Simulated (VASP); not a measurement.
Input:

```
N
1.0
    4.09441     0.00000     0.00000
    0.00000     4.09441     0.00000
    0.00000     0.00000     5.36670
N
4
Direct
  0.90404   0.90404   0.00000
  0.09596   0.09596   0.00000
  0.59596   0.40404   0.50000
  0.40404   0.59596   0.50000
```

Method: PBEsol GGA, VASP's PBE PAW potentials (set 64) (plane waves; VASP). Settings: 520 eV cut-off, 6×6×5 Γ-centred mesh, tetrahedra with Blöchl corrections, potentials N.

Without a dispersion term in the relaxation, distances and binding between the weakly bound layers, chains or molecules are unreliable, and so is what depends on them.

Predict the energy per atom (σ→0).

```json
{
 "energy per atom (σ→0)": "-8.536 eV/atom"
}
```

Total energies compare only between runs with the same potentials, cut-off and functional.

The structure comes from a computed database's N entry (P4_2/mnm); how it stands against other phases isn't given here. It was relaxed first.
